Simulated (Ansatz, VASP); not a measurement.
**Mg2C in VASP and in Ansatz**

POSCAR

```
Mg2C
1.0
    0.0000000000      2.7109426181      2.7109426181
    2.7109426181      0.0000000000      2.7109426181
    2.7109426181      2.7109426181      0.0000000000
C Mg
1 2
Direct
    0.0000000000      0.0000000000      0.0000000000
    0.2500000000      0.2500000000      0.2500000000
    0.7500000000      0.7500000000      0.7500000000
```

The input INCAR.step1:

```
SYSTEM = Mg2C
ALGO = Normal
EDIFF = 1E-5
ENCUT = 520
GGA = PE
ISIF = 2
ISMEAR = 0
LASPH = .TRUE.
LCHARG = .FALSE.
LREAL = .FALSE.
LWAVE = .TRUE.
NBANDS = 11
NELM = 80
PREC = Accurate
SIGMA = 0.01
```

Contents of INCAR.step2:

```
SYSTEM = Mg2C
AEXX = 0.3
ALGO = Normal
EDIFF = 1E-6
ENCUT = 520
GGA = PE
ISIF = 2
ISMEAR = 0
ISTART = 1
LASPH = .TRUE.
LCHARG = .FALSE.
LHFCALC = .TRUE.
LREAL = .FALSE.
LWAVE = .FALSE.
NBANDS = 11
NELM = 80
PREC = Accurate
PRECFOCK = Normal
SIGMA = 0.01
```

File KPOINTS:

```
k-points
0
G
  4 4 4
  0 0 0
```

Input for Ansatz:

```yaml
crystal:
  lattice:
    - [0.0, 2.7109426181, 2.7109426181]
    - [2.7109426181, 0.0, 2.7109426181]
    - [2.7109426181, 2.7109426181, 0.0]
  atoms:
    - { symbol: C, position: [0.0, 0.0, 0.0] }
    - { symbol: Mg, position: [0.25, 0.25, 0.25] }
    - { symbol: Mg, position: [0.75, 0.75, 0.75] }
kpoints:
  mp_grid: { grid: [4, 4, 4] }
hamiltonian:
  xc: { exchange: pbe, correlation: pbe, exx: { coeff: 0.3 } }
scf:
  occupations: { method: fixed }
  n_extra_bands: 4
output:
  forces: true
  stress: true
  eigenvalues: true
```

Alike in both runs: task single point; functional PBE-based global hybrid; k mesh 4 × 4 × 4; no spin polarisation.

|  | VASP | Ansatz |
| --- | --- | --- |
| version | VASP 6.6.1 | Ansatz 0.2.0 |
| potentials or method | VASP PAW PBE potentials, release 64 (C, Mg) | plane waves |
| plane-wave cutoff (eV) | 520 | 420 |
| occupations | gaussian, width 0.01 eV | fixed |
| valence electrons in the cell | 8 | 24 |

VASP gave:

- gap on the k mesh at the Fermi level (eV): 2.40
- pressure (GPa): -1.4

Question: Estimate Ansatz's values.

Answer: gap on the k mesh at the Fermi level (eV): 2.35; pressure (GPa): -1.1.

The two sets of potentials don't hold the same shells in valence. Ansatz warned: «stress_exchange_threshold_loose».

Caveats: the k mesh is coarse (spacing up to 0.50 Å⁻¹), so the values aren't converged; the PAW data sets were made with another functional, which shifts forces and pressure a little (VASP). A k mesh can miss the band edges.
